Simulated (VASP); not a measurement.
Method: PBE GGA, VASP's PBE PAW potentials (set 64) (plane waves; VASP 6.6.1).

The input files of a VASP run:

**POSCAR**
```
MgH2
1
    4.5027989618     0.0000000000     0.0000000000
    0.0000000000     4.5027989618     0.0000000000
    0.0000000000     0.0000000000     3.0050343330
Mg H
2 4
Direct
  0.0000000000   0.0000000000   1.0000000000
  0.5000000000   0.5000000000   0.5000000000
  0.3042153776   0.3042153776   0.0000000000
  0.8042153776   0.1957846224   0.5000000000
  0.1957846224   0.8042153776   0.5000000000
  0.6957846224   0.6957846224   1.0000000000
```

### INCAR
```
# general
SYSTEM = MgH2
PREC   = Accurate
ENCUT  = 400
LREAL  = .FALSE.
LASPH  = .TRUE.
ICHARG = 11

# electronic loop
EDIFF  = 1E-7
NELM   = 100
ALGO   = Normal

# smearing
ISMEAR = 0
SIGMA  = 0.05

# functional
GGA    = PE

# output
LWAVE  = .FALSE.
LCHARG = .FALSE.
LORBIT = 11
```

**KPOINTS**
```
k-points along high-symmetry lines
10
Line-mode
Reciprocal
  0.000000   0.000000   0.000000 ! GAMMA
  0.000000   0.500000   0.000000 ! X

  0.000000   0.500000   0.000000 ! X
  0.500000   0.500000   0.000000 ! M

  0.500000   0.500000   0.000000 ! M
  0.000000   0.000000   0.000000 ! GAMMA

  0.000000   0.000000   0.000000 ! GAMMA
  0.000000   0.000000   0.500000 ! Z

  0.000000   0.000000   0.500000 ! Z
  0.000000   0.500000   0.500000 ! R

  0.000000   0.500000   0.500000 ! R
  0.500000   0.500000   0.500000 ! A

  0.500000   0.500000   0.500000 ! A
  0.000000   0.000000   0.500000 ! Z

  0.000000   0.500000   0.000000 ! X
  0.000000   0.500000   0.500000 ! R

  0.500000   0.500000   0.000000 ! M
  0.500000   0.500000   0.500000 ! A
```

POTCAR, in this order: Mg H (PBE.64 set). Program: vasp_std. Read from the step before: CHGCAR.

Output of the run:

OUTCAR:
```
 ion  position               nearest neighbor table
   1  0.000  0.000  0.000-   3 1.94   6 1.94   5 1.95   4 1.95   4 1.95   5 1.95   2 3.52   2 3.52
                             2 3.52   2 3.52   2 3.52   2 3.52   2 3.52   2 3.52
   2  0.500  0.500  0.500-   4 1.94   5 1.94   3 1.95   6 1.95   3 1.95   6 1.95   1 3.52   1 3.52
                             1 3.52   1 3.52   1 3.52   1 3.52   1 3.52   1 3.52
   3  0.304  0.304  0.000-   1 1.94   2 1.95   2 1.95
   4  0.804  0.196  0.500-   2 1.94   1 1.95   1 1.95
   5  0.196  0.804  0.500-   2 1.94   1 1.95   1 1.95
   6  0.696  0.696  0.000-   1 1.94   2 1.95   2 1.95
  LATTYP: Found a simple tetragonal cell.
 ALAT       =     4.5027989618
 C/A-ratio  =     0.6673703087
 Subroutine PRICEL returns:
 Original cell was already a primitive cell.
 Subroutine GETGRP returns: Found 16 space group operations
The static configuration has the point symmetry D_2h.
 The point group associated with its full space group is D_4h.
The dynamic configuration has the point symmetry D_2h.
 Subroutine INISYM returns: Found 16 space group operations
   k-points           NKPTS =     90   k-points in BZ     NKDIM =     90   number of bands    NBANDS=      8
   number of dos      NEDOS =    301   number of ions     NIONS =      6
   total plane-waves  NPLWV =  18000
   dimension x,y,z NGX =    30 NGY =   30 NGZ =   20
   dimension x,y,z NGXF=    60 NGYF=   60 NGZF=   40
   ions per type =               2   4
...
```

**OSZICAR**
```
       N       E                     dE             d eps       ncg     rms          rms(c)
DAV:   1    -0.103127342634E+01   -0.10313E+01   -0.27556E+03  1448   0.606E+02
DAV:   2    -0.170879805938E+02   -0.16057E+02   -0.15024E+02  2072   0.704E+01
DAV:   3    -0.175163908961E+02   -0.42841E+00   -0.42841E+00  1880   0.164E+01
DAV:   4    -0.175173032149E+02   -0.91232E-03   -0.91232E-03  1952   0.737E-01
DAV:   5    -0.175173091139E+02   -0.58990E-05   -0.58990E-05  1848   0.460E-02
DAV:   6    -0.175173092000E+02   -0.86168E-07   -0.86168E-07  1976   0.461E-03
   1 F= -.17517309E+02 E0= -.17517309E+02  d E =-.431159E-12
```

File OUTCAR:
```
 val. band max:       -0.5716986696   @ k =   0.1667   0.1667   0.0000

 cond. band min:       3.1575827635   @ k =   0.3889   0.3889   0.5000



 k-point     1 :       0.0000    0.0000    0.0000
  band No.  band energies     occupation
      1      -7.0334      2.00000
      2      -2.0317      2.00000
      3      -2.0317      2.00000
      4      -1.0007      2.00000
      5       4.1590      0.00000
      6       4.4647      0.00000
      7       8.6193      0.00000
      8       8.6193      0.00000

 k-point     2 :       0.0000    0.0556    0.0000
  band No.  band energies     occupation
      1      -7.0134      2.00000
      2      -2.1750      2.00000
      3      -2.0183      2.00000
      4      -0.9222      2.00000
      5       4.2135      0.00000
      6       4.4753      0.00000
      7       8.3978      0.00000
      8       8.6780      0.00000

 k-point     3 :       0.0000    0.1111    0.0000
  band No.  band energies     occupation
      1      -6.9518      2.00000
      2      -2.5067      2.00000
      3      -1.9770      2.00000
      4      -0.7762      2.00000
      5       4.2559      0.00000
      6       4.6339      0.00000
      7       7.9256      0.00000
      8       8.8435      0.00000

 k-point     4 :       0.0000    0.1667    0.0000
  band No.  band energies     occupation
      1      -6.8491      2.00000
      2      -2.9172      2.00000
      3      -1.9086      2.00000
      4      -0.6592      2.00000
      5       4.2108      0.00000
      6       5.0256      0.00000
      7       7.3919      0.00000
      8       9.0896      0.00000

 k-point     5 :       0.0000    0.2222    0.0000
  band No.  band energies     occupation
      1      -6.7059      2.00000
      2      -3.3576      2.00000
      3      -1.8150      2.00000
      4      -0.6030      2.00000
      5       4.1645      0.00000
      6       5.5709      0.00000
      7       6.8610      0.00000
      8       9.3876      0.00000
...
```

The density is held fixed in this step, so its total energy and stress have no physical meaning.

The compound is MgH2 in the rutile structure. It was relaxed first.
